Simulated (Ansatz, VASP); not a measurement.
# Ti (Titanium) in two plane-wave programs

Aim: how closely do two programs agree when they are given the same cell, functional and k mesh? The cell is taken from a series of runs on this material, whose earlier steps may have relaxed, scaled, displaced or heated it; both programs get it as it stands.

Method: plane waves, with VASP 6.6.1 beside it; zone-centre phonons at PBEsol, in Ansatz 0.2.0.

### 1. Starting point

The structure is hexagonal, space group P6_3/mmc (No. 194). Conventional cell: a = 2.950 Å, b = 2.950 Å, c = 4.680 Å, α = 90.00°, β = 90.00°, γ = 120.00°. Nearest to Ti lie 12 Ti at 2.89 to 2.95 Å.

### 2. VASP: zone-centre phonons, PBEsol

Second derivatives magnify differences that forces hide, and they need a tight electronic threshold.

Lines of VASP's logs that name or quote its potential files are left out, and so is its time.

File INCAR:

```
SYSTEM = Ti
PREC = Accurate
ENCUT = 500
EDIFF = 1E-08
NELM = 120
ISMEAR = 1
SIGMA = 0.2
LREAL = .FALSE.
ALGO = Normal
GGA = PS
NBANDS = 18
LASPH = .TRUE.
LORBIT = 11
LWAVE = .FALSE.
LCHARG = .FALSE.
ISIF = 2
IBRION = 8
GGA_COMPAT = .FALSE.
KPAR = 2
```

File POSCAR:

```
Ti
1.0
    2.9500000000      0.0000000000      0.0000000000
   -1.4750000000      2.5547749412      0.0000000000
    0.0000000000      0.0000000000      4.6800000000
Ti
2
Direct
    0.3333333333      0.6666666667      0.2500000000
    0.6666666667      0.3333333333      0.7500000000
```

File KPOINTS:

```
Automatic mesh
0
Gamma
21 21 12
0 0 0
```

PAW data sets: Ti_sv (PBE family, release 64).

Launch:

```sh
mpirun -np 2 vasp_std
```

Numbers of over 12 decimals in the logs are rounded to 6 here.

Output:

```text
[banner, memory and clock lines left out]
running    2 mpi-ranks, on    1 nodes
 distrk:  each k-point on    1 cores,    2 groups
 distr:  one band on    1 cores,    1 groups

 POSCAR found type information on POSCAR Ti
 POSCAR found :  1 types and       2 ions
|                                                                             |
|               ----> ADVICE to this user running VASP <----                  |
|                                                                             |
|     You enforced a specific xc type in the INCAR file but a different       |
|     [... a line on the potential file left out ...]
|     I HOPE YOU KNOW WHAT YOU ARE DOING!                                     |
|                                                                             |

 LDA part: xc-table for (Slater+PW92), standard interpolation
 POSCAR, INCAR and KPOINTS ok, starting setup
 FFT: planning ... GRIDC
 FFT: planning ... GRID_SOFT
 FFT: planning ... GRID
 WAVECAR not read
 entering main loop
       N       E                     dE             d eps       ncg     rms          rms(c)
DAV:   1     0.254919837644E+03    0.25492E+03   -0.12970E+04 12104   0.162E+03
DAV:   2     0.106126162117E+02   -0.24431E+03   -0.24115E+03 12308   0.449E+02
DAV:   3    -0.178202355684E+02   -0.28433E+02   -0.28123E+02 22902   0.126E+02
DAV:   4    -0.190022330251E+02   -0.11820E+01   -0.11811E+01 13784   0.269E+01
DAV:   5    -0.190634050421E+02   -0.61172E-01   -0.61162E-01 19280   0.431E+00    0.122E+01
DAV:   6    -0.166517374068E+02    0.24117E+01   -0.89465E+00 14184   0.309E+01    0.289E+00
DAV:   7    -0.166258378268E+02    0.25900E-01   -0.87109E-01 18480   0.687E+00    0.206E+00
DAV:   8    -0.166489254865E+02   -0.23088E-01   -0.22069E-01 14334   0.572E+00    0.701E-01
DAV:   9    -0.166397923068E+02    0.91332E-02   -0.55979E-02 14626   0.237E+00    0.674E-02
DAV:  10    -0.166400624008E+02   -0.27009E-03   -0.24938E-03 17644   0.341E-01    0.936E-02
DAV:  11    -0.166401675990E+02   -0.10520E-03   -0.27285E-04 14512   0.116E-01    0.295E-02
DAV:  12    -0.166401628505E+02    0.47485E-05   -0.38388E-05 16542   0.452E-02    0.945E-03
DAV:  13    -0.166401627595E+02    0.91054E-07   -0.11475E-06 14872   0.961E-03    0.257E-03
DAV:  14    -0.166401629396E+02   -0.18013E-06   -0.46637E-07 16904   0.549E-03    0.804E-04
DAV:  15    -0.166401628868E+02    0.52794E-07   -0.35737E-08 13594   0.154E-03    0.337E-04
DAV:  16    -0.166401628734E+02    0.13480E-07   -0.57352E-09  7220   0.634E-04    0.115E-04
DAV:  17    -0.166401628941E+02   -0.20745E-07   -0.10776E-09  6976   0.283E-04    0.241E-05
DAV:  18    -0.166401628905E+02    0.35843E-08   -0.31207E-10  6816   0.133E-04
   1 F= -.16640163E+02 E0= -.16641848E+02  d E =0.505408E-02
 Linear response reoptimize wavefunctions to high precision
DAV:   1    -0.166401628895E+02    0.96952E-09   -0.14712E-10  7080   0.840E-05
DAV:   2    -0.166401628896E+02   -0.10459E-10   -0.80554E-11  6736   0.524E-05
 Linear response DOF=           2
 Linear response progress:
  Degree of freedom:   1/  2
       N       E                     dE             d eps       ncg     rms          rms(c)
RMM:   1    -0.585973498205E+00   -0.58597E+00    0.27734E+01 55811   0.144E+02
RMM:   2    -0.562510421618E+00    0.23463E-01   -0.35097E-01101730   0.474E+00    0.265E-01
RMM:   3    -0.559341451309E+00    0.31690E-02   -0.20513E-02113920   0.125E+00    0.118E-01
RMM:   4    -0.559506227961E+00   -0.16478E-03   -0.88730E-03133241   0.551E-01    0.164E-02
RMM:   5    -0.560094297592E+00   -0.58807E-03   -0.16143E-03140633   0.206E-01    0.129E-02
RMM:   6    -0.560317803901E+00   -0.22351E-03   -0.70358E-04139649   0.106E-01    0.145E-02
RMM:   7    -0.561041460198E+00   -0.72366E-03   -0.13798E-04127382   0.536E-02    0.213E-03
RMM:   8    -0.561159770928E+00   -0.11831E-03   -0.55835E-05140924   0.286E-02    0.131E-03
RMM:   9    -0.561178436862E+00   -0.18666E-04    0.10757E-05143629   0.149E-02    0.773E-04
RMM:  10    -0.561214099838E+00   -0.35663E-04   -0.13375E-05139795   0.815E-03    0.127E-04
RMM:  11    -0.561219121817E+00   -0.50220E-05    0.46899E-06145052   0.469E-03    0.934E-05
RMM:  12    -0.561218270425E+00    0.85139E-06   -0.55367E-06144986   0.272E-03    0.685E-05
RMM:  13    -0.561219569627E+00   -0.12992E-05   -0.11709E-07143826   0.177E-03    0.580E-05
RMM:  14    -0.561223062488E+00   -0.34929E-05   -0.37933E-06127273   0.129E-03    0.129E-04
[...]
RMM:  22    -0.561219256126E+00   -0.22747E-08   -0.49657E-07141472   0.234E-04    0.102E-05
RMM:  23    -0.561219257885E+00   -0.17590E-08   -0.36959E-07129555   0.212E-04    0.144E-05
RMM:  24    -0.561219276824E+00   -0.18939E-07   -0.25518E-07122702   0.198E-04    0.106E-05
RMM:  25    -0.561219278595E+00   -0.17705E-08   -0.22868E-07127939   0.184E-04    0.752E-06
RMM:  26    -0.561219270535E+00    0.80597E-08   -0.11839E-07129855   0.171E-04    0.480E-06
RMM:  27    -0.561219268307E+00    0.22284E-08   -0.11648E-07137222   0.159E-04    0.379E-06
RMM:  28    -0.561219280745E+00   -0.12438E-07   -0.51654E-08133888   0.150E-04    0.274E-06
RMM:  29    -0.561219290635E+00   -0.98903E-08   -0.79343E-08132363   0.142E-04    0.194E-06
 first order change of Fermi-energy   0.48906E-04
 force on displaced ion       1 direction 1 :  -1.472  -0.000   0.000
 Linear response progress:
  Degree of freedom:   2/  2
       N       E                     dE             d eps       ncg     rms          rms(c)
RMM:   1    -0.687386002238E+00   -0.68739E+00    0.30451E+01 18828   0.146E+02
RMM:   2    -0.653844587400E+00    0.33541E-01   -0.35337E-01 34929   0.477E+00    0.277E-01
RMM:   3    -0.651694249789E+00    0.21503E-02   -0.24668E-02 38376   0.129E+00    0.123E-01
RMM:   4    -0.652805101963E+00   -0.11109E-02   -0.11332E-02 43704   0.587E-01    0.593E-02
RMM:   5    -0.653181661210E+00   -0.37656E-03   -0.19788E-03 41452   0.239E-01    0.200E-02
RMM:   6    -0.653726975593E+00   -0.54531E-03   -0.85897E-04 47012   0.127E-01    0.117E-02
RMM:   7    -0.654065387251E+00   -0.33841E-03   -0.15448E-04 46390   0.570E-02    0.731E-03
RMM:   8    -0.654529461003E+00   -0.46407E-03   -0.54209E-05 42851   0.339E-02    0.215E-03
RMM:   9    -0.654556678516E+00   -0.27218E-04   -0.21109E-05 46972   0.173E-02    0.747E-04
RMM:  10    -0.654541556159E+00    0.15122E-04   -0.14099E-05 47183   0.974E-03    0.264E-04
RMM:  11    -0.654544404715E+00   -0.28486E-05   -0.12347E-05 48701   0.567E-03    0.204E-04
RMM:  12    -0.654550828186E+00   -0.64235E-05   -0.10214E-05 46091   0.359E-03    0.873E-05
RMM:  13    -0.654552616953E+00   -0.17888E-05   -0.92409E-06 48610   0.241E-03    0.533E-05
RMM:  14    -0.654551750870E+00    0.86608E-06   -0.88623E-06 47948   0.163E-03    0.233E-05
[...]
RMM:  19    -0.654552209550E+00   -0.15676E-06   -0.37176E-06 45080   0.525E-04    0.169E-05
RMM:  20    -0.654552361276E+00   -0.15173E-06   -0.37987E-06 43560   0.467E-04    0.133E-05
RMM:  21    -0.654552486619E+00   -0.12534E-06   -0.30593E-06 43925   0.418E-04    0.165E-05
RMM:  22    -0.654552513999E+00   -0.27380E-07   -0.25655E-06 47897   0.363E-04    0.121E-05
RMM:  23    -0.654552491307E+00    0.22692E-07   -0.25266E-06 45892   0.324E-04    0.667E-06
RMM:  24    -0.654552498377E+00   -0.70703E-08   -0.21547E-06 47855   0.295E-04    0.527E-06
RMM:  25    -0.654552511739E+00   -0.13362E-07   -0.17105E-06 47050   0.270E-04    0.530E-06
RMM:  26    -0.654552520927E+00   -0.91881E-08   -0.18019E-06 44548   0.252E-04    0.606E-06
 first order change of Fermi-energy  -0.17966E-03
 force on displaced ion       1 direction 3 :  -0.000   0.000  -2.113
 Linear response finished
```

Parts of OUTCAR (step 2):

```text
ion  position               nearest neighbor table
   1  0.333  0.667  0.250-   2 2.89   2 2.89   2 2.89   2 2.89   2 2.89   2 2.89
   2  0.667  0.333  0.750-   1 2.89   1 2.89   1 2.89   1 2.89   1 2.89   1 2.89

  LATTYP: Found a hexagonal cell.
 ALAT       =     2.9500000000
 C/A-ratio  =     1.5864406780

 Subroutine GETGRP returns: Found 24 space group operations
 (whereof 12 operations were pure point group operations)

The static configuration has the point symmetry D_3d.
 The point group associated with its full space group is D_6h.

 Found    336 irreducible k-points:

   k-points           NKPTS =    336   k-points in BZ     NKDIM =    336   number of bands    NBANDS=     18

   dimension x,y,z NGX =    24 NGY =   24 NGZ =   36
   dimension x,y,z NGXF=    48 NGYF=   48 NGZF=   72

   ENCUT  =  500.0 eV  36.75 Ry    6.06 a.u.   5.38  5.38  8.53*2*pi/ulx,y,z

   NELECT =      24.0000    total number of electrons

 k-points in reciprocal lattice and weights: Automatic mesh
   0.00000000  0.00000000  0.00000000       0.000
   0.04761905 -0.00000000  0.00000000       0.001
   0.09523810 -0.00000000  0.00000000       0.001
   0.14285714  0.00000000  0.00000000       0.001
   0.19047619 -0.00000000  0.00000000       0.001
   0.23809524  0.00000000  0.00000000       0.001
   0.28571429 -0.00000000  0.00000000       0.001
   0.33333333  0.00000000  0.00000000       0.001
   0.38095238 -0.00000000  0.00000000       0.001
[...]
0.33333333  0.28571429  0.50000000       0.002
   0.33333333  0.33333333  0.50000000       0.000

 average (electrostatic) potential at core
       1 -72.5169       2 -72.5169

  Total       -1.3003907     -1.3003907     -1.3963588     -0.0000000      0.0000000      0.0000000
  in kB      -59.0695870    -59.0695870    -63.4288877     -0.0000000      0.0000000      0.0000000
  external PRESSURE =     -60.5226872 kB  Pullay stress =       0.0000000 kB

  energy-cutoff  :      500.00
  volume of cell :       35.27
      direct lattice vectors                 reciprocal lattice vectors
     2.950000000  0.000000000  0.000000000     0.338983051  0.195711956  0.000000000
    -1.475000000  2.554774941  0.000000000     0.000000000  0.391423911  0.000000000
     0.000000000  0.000000000  4.680000000     0.000000000  0.000000000  0.213675214

 POSITION                                       TOTAL-FORCE (eV/Angst)
 -----------------------------------------------------------------------------------
     -0.00000      1.70318      1.17000        -0.000000      0.000000      0.000000
      1.47500      0.85159      3.51000         0.000000     -0.000000      0.000000
 -----------------------------------------------------------------------------------
    total drift:                               -0.000000      0.000000     -0.000000

 Eigenvectors and eigenvalues of the dynamical matrix
 ----------------------------------------------------

   1 f  =    4.644597 THz    29.182863 2PiTHz  154.927077 cm-1    19.208501 meV
             X         Y         Z           dx          dy          dz
     -0.000000  1.703183  1.170000    -0.000000   -0.000000    0.707107
      1.475000  0.851592  3.510000    -0.000000    0.000000   -0.707107

   2 f  =    3.876189 THz    24.354816 2PiTHz  129.295761 cm-1    16.030624 meV
             X         Y         Z           dx          dy          dz
     -0.000000  1.703183  1.170000     0.000001   -0.707107   -0.000000
      1.475000  0.851592  3.510000    -0.000001    0.707107    0.000000

   3 f  =    3.876189 THz    24.354816 2PiTHz  129.295761 cm-1    16.030624 meV
             X         Y         Z           dx          dy          dz
     -0.000000  1.703183  1.170000     0.707107    0.000001    0.000000
      1.475000  0.851592  3.510000    -0.707107   -0.000001   -0.000000

   4 f/i=    0.000000 THz     0.000000 2PiTHz    0.000001 cm-1     0.000000 meV
             X         Y         Z           dx          dy          dz
     -0.000000  1.703183  1.170000     0.078045    0.674358    0.197864
      1.475000  0.851592  3.510000     0.078045    0.674358    0.197864

   5 f/i=    0.000000 THz     0.000000 2PiTHz    0.000002 cm-1     0.000000 meV
             X         Y         Z           dx          dy          dz
     -0.000000  1.703183  1.170000    -0.039580   -0.194547    0.678664
      1.475000  0.851592  3.510000    -0.039580   -0.194547    0.678664

   6 f/i=    0.000000 THz     0.000001 2PiTHz    0.000003 cm-1     0.000000 meV
             X         Y         Z           dx          dy          dz
     -0.000000  1.703183  1.170000     0.701671   -0.085981    0.016274
      1.475000  0.851592  3.510000     0.701671   -0.085981    0.016274

 ELASTIC MODULI CONTR FROM IONIC RELAXATION (kBar)
 Direction    XX          YY          ZZ          XY          YZ          ZX
 --------------------------------------------------------------------------------
 XX        -140.6878    140.6878      0.0000      0.0000     -0.0000      0.0000
 YY         140.6878   -140.6878     -0.0000     -0.0000     -0.0000      0.0000
 ZZ           0.0000     -0.0000     -0.0000     -0.0000     -0.0000      0.0000
 XY           0.0000     -0.0000     -0.0000   -140.6878      0.0000      0.0000
 YZ          -0.0000     -0.0000     -0.0000      0.0000     -0.0000      0.0000
 ZX           0.0000      0.0000      0.0000      0.0000      0.0000     -0.0000
 --------------------------------------------------------------------------------
```

(Part 1 of 2 ends here.)

[Lines on the potential files, build, host, timing and source positions are cut from VASP's logs without a mark.]

[Logs are printed without paths, hosts, clocks, repeated set-up lines and the standing remarks that a program may print on its own settings, such as how far it seeks lower states.]

[Hosts, paths, dates, database ids (printed as entryN), source tags and the programs' standing remarks are cut or masked in the printed files.]
